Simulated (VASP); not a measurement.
# Band gap of KI at several levels of theory, part 2 of 3

How does the band gap of KI depend on the functional? The starting structure is a measured crystal structure from the Crystallography Open Database. Cell and atoms stay as given. Meshes and data sets differ where the inputs say so.

VASP 6.6.1.

Results so far: LDA 3.632 eV; PBE 3.980 eV; r2SCAN 4.627 eV.

### Step 5. Bands with TB-mBJ

Level of this step: TB-mBJ; plane waves and PAW (I, K_sv) (VASP).

TB-mBJ is a local potential fitted to gaps: it costs far less than a hybrid but gives no energy. Its energies, forces and stress mean nothing.

INCAR

```
SYSTEM = KI
PREC = Accurate
ENCUT = 350
EDIFF = 1E-06
NELM = 150
ISMEAR = 0
SIGMA = 0.03
LREAL = .FALSE.
ALGO = Normal
METAGGA = MBJ
LASPH = .TRUE.
NBANDS = 20
LORBIT = 11
LWAVE = .FALSE.
LCHARG = .FALSE.
KPAR = 4
```

POSCAR

```
KI
1.0
    0.0000000000      3.5245500000      3.5245500000
    3.5245500000      0.0000000000      3.5245500000
    3.5245500000      3.5245500000      0.0000000000
I K
1 1
Direct
    0.5000000000      0.5000000000      0.5000000000
    0.0000000000      0.0000000000      0.0000000000
```

KPOINTS

```
Automatic mesh
0
Gamma
6 6 6
0 0 0
```

KPOINTS_OPT

```
Line mode
10
Line-mode
Reciprocal
  0.00000000   0.00000000   0.00000000 GAMMA
  0.50000000   0.00000000   0.50000000 X

  0.50000000   0.00000000   0.50000000 X
  0.50000000   0.25000000   0.75000000 W

  0.50000000   0.25000000   0.75000000 W
  0.37500000   0.37500000   0.75000000 K

  0.37500000   0.37500000   0.75000000 K
  0.00000000   0.00000000   0.00000000 GAMMA

  0.00000000   0.00000000   0.00000000 GAMMA
  0.50000000   0.50000000   0.50000000 L

  0.50000000   0.50000000   0.50000000 L
  0.62500000   0.25000000   0.62500000 U

  0.62500000   0.25000000   0.62500000 U
  0.50000000   0.25000000   0.75000000 W

  0.50000000   0.25000000   0.75000000 W
  0.50000000   0.50000000   0.50000000 L

  0.50000000   0.50000000   0.50000000 L
  0.37500000   0.37500000   0.75000000 K

  0.62500000   0.25000000   0.62500000 U
  0.50000000   0.00000000   0.50000000 X
```

PAW data sets: I and K_sv (PBE family, release 64).

On the command line:

```bash
$ mpirun -np 4 vasp_std
```

What it wrote:

```text
[banner, memory and clock lines left out]
running    4 mpi-ranks, on    1 nodes
[...]
[... a notice as in an earlier step ...]

 LDA part: xc-table for (None), standard interpolation
 POSCAR, INCAR and KPOINTS ok, starting setup
[...]
entering main loop
       N       E                     dE             d eps       ncg     rms          rms(c)
DAV:   1     0.458285989330E+03    0.45829E+03   -0.49592E+03   640   0.499E+02
DAV:   2     0.389007781807E+03   -0.69278E+02   -0.65891E+02   812   0.149E+02
DAV:   3     0.385288507651E+03   -0.37193E+01   -0.36910E+01   992   0.284E+01
DAV:   4     0.385180793871E+03   -0.10771E+00   -0.10764E+00   840   0.450E+00
[...]
DAV:  67     0.386892279893E+03   -0.39645E-04   -0.56266E-10   320   0.108E-04    0.339E-05
DAV:  68     0.386892285734E+03    0.58417E-05   -0.38329E-10   320   0.109E-04    0.117E-04
DAV:  69     0.386892284775E+03   -0.95882E-06   -0.11843E-10   320   0.623E-05
   1 F= 0.38689228E+03 E0= 0.38689228E+03  d E =-.405599E-31
 Start KPOINTS_OPT (optional k-point list driver)
k-point batch [1-16\100]
       N       E                     dE             ncg
DAV:   1    -0.127564973882E+04   -0.54105E+04      640
DAV:   2    -0.247630659342E+04   -0.12007E+04      804
DAV:   3    -0.253501725687E+04   -0.58711E+02      936
DAV:   4    -0.253794018531E+04   -0.29229E+01     1012
DAV:   5    -0.253795363799E+04   -0.13453E-01      884
DAV:   6    -0.253795382454E+04   -0.18655E-03      868
DAV:   7    -0.253795382983E+04   -0.52941E-05      932
DAV:   8    -0.253795382990E+04   -0.71298E-07      644
[...]
k-point batch [97-100\100]
       N       E                     dE             ncg
DAV:   1     0.423210345604E+04   -0.17574E+04      160
DAV:   2     0.394064695457E+04   -0.29146E+03      216
DAV:   3     0.392609253512E+04   -0.14554E+02      224
DAV:   4     0.392544972115E+04   -0.64281E+00      244
DAV:   5     0.392544071759E+04   -0.90036E-02      200
DAV:   6     0.392544043236E+04   -0.28523E-03      220
DAV:   7     0.392544042975E+04   -0.26070E-05      224
DAV:   8     0.392544042971E+04   -0.37678E-07      156
```

Run time: 35 s. Hardware: 4 MPI ranks of Intel Xeon 6975P-C (Granite Rapids), shared host; peak memory 0.7 GiB; 2.3 min of CPU time.

OUTCAR, selected parts (step 5):

```text
  Total       -5.8408056     -5.8408056     -5.8408056      0.0000000      0.0000000     -0.0000000
  in kB     -106.8666775   -106.8666775   -106.8666775      0.0000000      0.0000000     -0.0000000
  external PRESSURE =    -106.8666775 kB  Pullay stress =       0.0000000 kB

 POSITION                                       TOTAL-FORCE (eV/Angst)
 -----------------------------------------------------------------------------------
      3.52455      3.52455      3.52455         0.000000      0.000000     -0.000000
      0.00000      0.00000      0.00000         0.000000      0.000000      0.000000
 -----------------------------------------------------------------------------------
    total drift:                               -0.000000      0.000000      0.000000

  FREE ENERGIE OF THE ION-ELECTRON SYSTEM (eV)
  ---------------------------------------------------
  free  energy   TOTEN  =       386.8922847754 eV

  energy  without entropy=      386.8922847754  energy(sigma->0) =      386.89228478

[... 2 parts as in an earlier step ...]

[... 1 further part left out ...]
[key lines of the parts left out:]
E-fermi :   0.0641
```

TB-mBJ gives a direct gap of 5.917 eV. The least gap is +2.285 eV from that of LDA.

### Step 6. Bands with LDA + spin-orbit coupling

Spin-orbit coupling is switched on in this step.

INCAR

```
SYSTEM = KI
PREC = Accurate
ENCUT = 350
EDIFF = 1E-06
NELM = 100
ISMEAR = 0
SIGMA = 0.03
LREAL = .FALSE.
ALGO = Normal
GGA = CA
LNONCOLLINEAR = .TRUE.
MAGMOM = 0 0 0 0 0 0
NBANDS = 28
GGA_COMPAT = .FALSE.
LASPH = .TRUE.
LSORBIT = .TRUE.
LORBIT = 11
LWAVE = .FALSE.
LCHARG = .FALSE.
KPAR = 4
```

POSCAR is that of step 5.

KPOINTS is that of step 5.

KPOINTS_OPT is that of step 5.

PAW data sets: I and K_sv (LDA family, release 64).

On the command line:

```bash
$ mpirun -np 4 vasp_ncl
```

What it wrote:

```text
[... set-up lines as in an earlier step ...]
 entering main loop
       N       E                     dE             d eps       ncg     rms          rms(c)
DAV:   1     0.808770123960E+02    0.80877E+02   -0.52273E+03   896   0.714E+02
DAV:   2     0.658307346948E+00   -0.80219E+02   -0.76351E+02  1060   0.217E+02
DAV:   3    -0.613344772342E+01   -0.67918E+01   -0.67604E+01  1480   0.532E+01
DAV:   4    -0.636397548896E+01   -0.23053E+00   -0.23008E+00  1276   0.933E+00
[...]
DAV:  11    -0.626721533907E+01   -0.19140E-04   -0.22016E-05  1288   0.267E-02    0.257E-02
DAV:  12    -0.626722928409E+01   -0.13945E-04   -0.94622E-06  1112   0.200E-02    0.124E-02
DAV:  13    -0.626722960867E+01   -0.32459E-06   -0.42058E-07   948   0.458E-03
   1 F= -.62672296E+01 E0= -.62672296E+01  d E =-.950187E-17  mag=    -0.0000     0.0000    -0.0000
 Start KPOINTS_OPT (optional k-point list driver)
k-point batch [1-16\100]
       N       E                     dE             ncg
DAV:   1    -0.112445769307E+04   -0.50230E+04      896
DAV:   2    -0.245601402899E+04   -0.13316E+04     1100
DAV:   3    -0.256779365652E+04   -0.11178E+03     1460
DAV:   4    -0.257105286428E+04   -0.32592E+01     1284
DAV:   5    -0.257113282448E+04   -0.79960E-01     1352
DAV:   6    -0.257113454854E+04   -0.17241E-02     1284
DAV:   7    -0.257113458858E+04   -0.40036E-04     1372
DAV:   8    -0.257113458962E+04   -0.10414E-05     1028
DAV:   9    -0.257113458970E+04   -0.77488E-07      908
[...]
k-point batch [97-100\100]
       N       E                     dE             ncg
DAV:   1     0.416768011406E+04   -0.17454E+04      224
DAV:   2     0.384651584396E+04   -0.32116E+03      272
DAV:   3     0.382050077705E+04   -0.26015E+02      384
DAV:   4     0.381982673588E+04   -0.67404E+00      320
DAV:   5     0.381981155426E+04   -0.15182E-01      384
DAV:   6     0.381981134196E+04   -0.21230E-03      360
DAV:   7     0.381981133753E+04   -0.44365E-05      384
DAV:   8     0.381981133746E+04   -0.68382E-07      224
```

The job ended after 30 s (4 MPI ranks; peak memory 1.1 GiB).

OUTCAR, selected parts (step 6):

```text
  Total       -0.6739718     -0.6739718     -0.6739718      0.0000000      0.0000000     -0.0000000
  in kB      -12.3313694    -12.3313694    -12.3313694      0.0000000      0.0000000     -0.0000000
  external PRESSURE =     -12.3313694 kB  Pullay stress =       0.0000000 kB

 POSITION                                       TOTAL-FORCE (eV/Angst)
 -----------------------------------------------------------------------------------
      3.52455      3.52455      3.52455         0.000000      0.000000      0.000000
      0.00000      0.00000      0.00000        -0.000000     -0.000000     -0.000000
 -----------------------------------------------------------------------------------
    total drift:                                0.000000      0.000000      0.000000

  FREE ENERGIE OF THE ION-ELECTRON SYSTEM (eV)
  ---------------------------------------------------
  free  energy   TOTEN  =        -6.2672296087 eV

  energy  without entropy=       -6.2672296087  energy(sigma->0) =       -6.26722961

 magnetization (x)
# of ion       s       p       d       tot
------------------------------------------
    1        0.000   0.000  -0.000  -0.000
    2        0.000   0.000   0.000   0.000
--------------------------------------------------
tot          0.000   0.000  -0.000   0.000

 magnetization (y)
# of ion       s       p       d       tot
------------------------------------------
    1        0.000   0.000   0.000   0.000
    2       -0.000   0.000   0.000  -0.000
--------------------------------------------------
tot         -0.000   0.000   0.000  -0.000

 magnetization (z)
# of ion       s       p       d       tot
------------------------------------------
    1        0.000   0.000  -0.000  -0.000
    2        0.000   0.000  -0.000   0.000
--------------------------------------------------
tot          0.000   0.000  -0.000   0.000

[... 1 part as in an earlier step ...]

[... 2 further parts left out ...]
[key lines of the parts left out:]
E-fermi :  -0.0990
```

LDA + spin-orbit coupling gives a direct gap of 3.307 eV. The least gap is -0.325 eV from that of LDA.

### Step 7. Bands with r2SCAN + spin-orbit coupling

INCAR, as its differences from that of step 6:

```diff
@@ -9,3 +9,4 @@
 ALGO = Normal
-GGA = CA
+METAGGA = R2SCAN
+LASPH = .TRUE.
 LNONCOLLINEAR = .TRUE.
@@ -14,3 +15,2 @@
 GGA_COMPAT = .FALSE.
-LASPH = .TRUE.
 LSORBIT = .TRUE.
```

POSCAR is that of step 6.

KPOINTS is that of step 6.

KPOINTS_OPT is that of step 6.

The projector-augmented-wave data sets are I and K_sv (PBE family, release 64).

On the command line:

```bash
$ mpirun -np 4 vasp_ncl
```

What it wrote:

```text
[... set-up lines as in an earlier step ...]
 entering main loop
       N       E                     dE             d eps       ncg     rms          rms(c)
DAV:   1     0.487924197606E+02    0.48792E+02   -0.53671E+03   896   0.730E+02
DAV:   2    -0.306528835738E+02   -0.79445E+02   -0.75674E+02  1064   0.210E+02
DAV:   3    -0.372111124897E+02   -0.65582E+01   -0.65221E+01  1480   0.513E+01
DAV:   4    -0.374584087386E+02   -0.24730E+00   -0.24646E+00  1308   0.887E+00
[...]
DAV:  12    -0.340978763027E+02   -0.45062E-04   -0.12304E-05   964   0.258E-02    0.210E-02
DAV:  13    -0.340979154481E+02   -0.39145E-04   -0.35892E-05   928   0.517E-02    0.285E-03
DAV:  14    -0.340979154968E+02   -0.48710E-07   -0.22634E-07   980   0.373E-03
   1 F= -.34097915E+02 E0= -.34097915E+02  d E =-.173178E-25  mag=    -0.0000    -0.0000    -0.0000
 Start KPOINTS_OPT (optional k-point list driver)
k-point batch [1-16\100]
       N       E                     dE             ncg
DAV:   1    -0.122940025912E+04   -0.51280E+04      896
DAV:   2    -0.259889764670E+04   -0.13695E+04     1088
DAV:   3    -0.270530841986E+04   -0.10641E+03     1472
DAV:   4    -0.270812885854E+04   -0.28204E+01     1272
DAV:   5    -0.270819759420E+04   -0.68736E-01     1344
DAV:   6    -0.270819897655E+04   -0.13823E-02     1264
DAV:   7    -0.270819900464E+04   -0.28095E-04     1368
DAV:   8    -0.270819900527E+04   -0.63033E-06      900
[...]
k-point batch [97-100\100]
       N       E                     dE             ncg
DAV:   1     0.414064581751E+04   -0.17724E+04      224
DAV:   2     0.381124789166E+04   -0.32940E+03      264
DAV:   3     0.378617528636E+04   -0.25073E+02      384
DAV:   4     0.378556150179E+04   -0.61378E+00      328
DAV:   5     0.378554660059E+04   -0.14901E-01      368
DAV:   6     0.378554634568E+04   -0.25490E-03      352
DAV:   7     0.378554634094E+04   -0.47439E-05      368
DAV:   8     0.378554634086E+04   -0.75635E-07      232
```

The job ended after 2.5 min (4 MPI ranks; peak memory 1.3 GiB).

From OUTCAR (step 7):

```text
  Total        0.1170154      0.1170154      0.1170154      0.0000000     -0.0000000      0.0000000
  in kB        2.1409799      2.1409799      2.1409799      0.0000000     -0.0000000      0.0000000
  external PRESSURE =       2.1409799 kB  Pullay stress =       0.0000000 kB

 POSITION                                       TOTAL-FORCE (eV/Angst)
 -----------------------------------------------------------------------------------
      3.52455      3.52455      3.52455        -0.000000      0.000000      0.000000
      0.00000      0.00000      0.00000         0.000000     -0.000000     -0.000000
 -----------------------------------------------------------------------------------
    total drift:                                0.000000      0.000000      0.000000

  FREE ENERGIE OF THE ION-ELECTRON SYSTEM (eV)
  ---------------------------------------------------
  free  energy   TOTEN  =       -34.0979154968 eV

  energy  without entropy=      -34.0979154968  energy(sigma->0) =      -34.09791550

 magnetization (x)
# of ion       s       p       d       tot
------------------------------------------
    1        0.000   0.000  -0.000   0.000
    2       -0.000   0.000   0.000  -0.000
--------------------------------------------------
tot         -0.000   0.000  -0.000   0.000

 magnetization (y)
# of ion       s       p       d       tot
------------------------------------------
    1       -0.000   0.000  -0.000   0.000
    2       -0.000   0.000   0.000  -0.000
--------------------------------------------------
tot         -0.000   0.000   0.000   0.000

 magnetization (z)
# of ion       s       p       d       tot
------------------------------------------
    1        0.000  -0.000   0.000  -0.000
    2       -0.000   0.000  -0.000  -0.000
--------------------------------------------------
tot         -0.000  -0.000  -0.000  -0.000

[... 2 parts as in an earlier step ...]

[... 1 further part left out ...]
[key lines of the parts left out:]
E-fermi :  -0.1930
```

r2SCAN + spin-orbit coupling gives a direct gap of 4.312 eV. The least gap is -0.314 eV from that of r2SCAN.

### Step 8. Bands with TB-mBJ + spin-orbit coupling

INCAR, as its differences from that of step 7:

```diff
@@ -4,3 +4,3 @@
 EDIFF = 1E-06
-NELM = 100
+NELM = 150
 ISMEAR = 0
@@ -9,3 +9,3 @@
 ALGO = Normal
-METAGGA = R2SCAN
+METAGGA = MBJ
 LASPH = .TRUE.
```

POSCAR is that of step 7.

KPOINTS is that of step 7.

KPOINTS_OPT is that of step 7.

On the command line:

```bash
$ mpirun -np 4 vasp_ncl
```

What it wrote:

```text
[... set-up lines as in an earlier step ...]
 entering main loop
       N       E                     dE             d eps       ncg     rms          rms(c)
DAV:   1     0.470019632311E+03    0.47002E+03   -0.52517E+03   904   0.711E+02
DAV:   2     0.392300099984E+03   -0.77720E+02   -0.74132E+02  1080   0.204E+02
DAV:   3     0.385404161559E+03   -0.68959E+01   -0.68337E+01  1500   0.491E+01
DAV:   4     0.385057153142E+03   -0.34701E+00   -0.34462E+00  1328   0.930E+00
[...]
DAV:  65     0.386755755233E+03   -0.10357E-04   -0.58336E-11   460   0.603E-05    0.229E-05
DAV:  66     0.386755753651E+03   -0.15822E-05   -0.21767E-11   460   0.453E-05    0.126E-05
DAV:  67     0.386755753582E+03   -0.68725E-07   -0.14435E-11   460   0.227E-05
   1 F= 0.38675575E+03 E0= 0.38675575E+03  d E =-.282433E-21  mag=     0.0000     0.0000    -0.0000
 Start KPOINTS_OPT (optional k-point list driver)
k-point batch [1-16\100]
       N       E                     dE             ncg
DAV:   1    -0.103477447667E+04   -0.49333E+04      896
DAV:   2    -0.243450022789E+04   -0.13997E+04     1112
DAV:   3    -0.253803694405E+04   -0.10354E+03     1476
DAV:   4    -0.254052871226E+04   -0.24918E+01     1292
DAV:   5    -0.254061127325E+04   -0.82561E-01     1332
DAV:   6    -0.254061276912E+04   -0.14959E-02     1312
DAV:   7    -0.254061279374E+04   -0.24627E-04     1364
DAV:   8    -0.254061279417E+04   -0.42397E-06      992
[...]
k-point batch [97-100\100]
       N       E                     dE             ncg
DAV:   1     0.418322403591E+04   -0.17298E+04      232
DAV:   2     0.385341155681E+04   -0.32981E+03      264
DAV:   3     0.382881411508E+04   -0.24597E+02      384
DAV:   4     0.382827372648E+04   -0.54039E+00      340
DAV:   5     0.382825900904E+04   -0.14717E-01      352
DAV:   6     0.382825857306E+04   -0.43599E-03      344
DAV:   7     0.382825856600E+04   -0.70569E-05      352
DAV:   8     0.382825856590E+04   -0.10752E-06      272
```

It took 1.9 min on 4 MPI ranks; peak memory 1.3 GiB; 7.4 min of CPU time.

Parts of OUTCAR (step 8):

```text
  Total       -5.8634702     -5.8634702     -5.8634702     -0.0000000      0.0000000      0.0000000
  in kB     -107.2813626   -107.2813626   -107.2813626     -0.0000000      0.0000000      0.0000000
  external PRESSURE =    -107.2813626 kB  Pullay stress =       0.0000000 kB

 POSITION                                       TOTAL-FORCE (eV/Angst)
 -----------------------------------------------------------------------------------
      3.52455      3.52455      3.52455         0.000000     -0.000000     -0.000000
      0.00000      0.00000      0.00000         0.000000      0.000000      0.000000
 -----------------------------------------------------------------------------------
    total drift:                                0.000000      0.000000      0.000000

  FREE ENERGIE OF THE ION-ELECTRON SYSTEM (eV)
  ---------------------------------------------------
  free  energy   TOTEN  =       386.7557535819 eV

  energy  without entropy=      386.7557535819  energy(sigma->0) =      386.75575358

 magnetization (x)
# of ion       s       p       d       tot
------------------------------------------
    1        0.000  -0.000  -0.000   0.000
    2       -0.000   0.000   0.000  -0.000
--------------------------------------------------
tot         -0.000  -0.000   0.000  -0.000

 magnetization (y)
# of ion       s       p       d       tot
------------------------------------------
    1        0.000  -0.000   0.000   0.000
    2        0.000   0.000  -0.000  -0.000
--------------------------------------------------
tot          0.000  -0.000  -0.000   0.000

 magnetization (z)
# of ion       s       p       d       tot
------------------------------------------
    1        0.000  -0.000   0.000   0.000
    2       -0.000   0.000   0.000  -0.000
--------------------------------------------------
tot         -0.000  -0.000   0.000  -0.000

[... 2 parts as in an earlier step ...]

[... 1 further part left out ...]
[key lines of the parts left out:]
E-fermi :   0.3138
```

TB-mBJ + spin-orbit coupling gives a direct gap of 5.598 eV. The least gap is -0.319 eV from that of TB-mBJ.

[end of part 2 of 3]

[Lines on the potential files, build, host, timing and source positions are cut from VASP's logs without a mark.]

[Logs are printed without paths, hosts, clocks, repeated set-up lines and the standing remarks that a program may print on its own settings, such as how far it seeks lower states.]

[Hosts, paths, dates, database ids (printed as entryN), source tags and the programs' standing remarks are cut or masked in the printed files.]
